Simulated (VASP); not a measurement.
PdAu4:

```xyz
5
Lattice="-2.8142 2.8142 2.8142 2.8142 -2.8142 2.8142 2.8142 2.8142 -2.8142" Properties=species:S:1:pos:R:3 pbc="T T T"
Pd    0.0000    0.0000    0.0000
Au    1.4071    1.4071    1.4071
Au   -1.4071    1.4071    1.4071
Au    1.4071    1.4071   -1.4071
Au    1.4071   -1.4071    1.4071
```

The cell was built by a generator and needn't be a form met in nature.

Base run:

```yaml
Program: VASP 6.6.1
Functional: r2SCAN
Potentials_or_basis: VASP PAW PBE potentials, release 64 (Pd, Au)
Cutoff: 520 eV
k_mesh: 5 × 5 × 5
Occupations: fermi-dirac, width 0.1 eV
Spin: no spin polarisation
```

Its results: band gap on the k mesh none (metal or under the smearing width); pressure 31.3 GPa.

Problem. The run is repeated on the same cell with these changes: k mesh from 5 × 5 × 5 to 5 × 5 × 5, shifted; further incar settings from ALGO = Normal; EDIFF = 1e-06; NBANDS = 35 to ALGO = Normal; EDIFF = 1e-07; NBANDS = 35. What comes out?

Solution. Band gap on the k mesh none (metal or under the smearing width); pressure 30.6 GPa.

Caveats: a pressure of tens of GPa on the cell as given is suspect, and the run, the potentials or the cell itself is likely at fault; the PAW data sets were made with another functional, which shifts forces and pressure a little.

Not every run made on this cell is shown here.
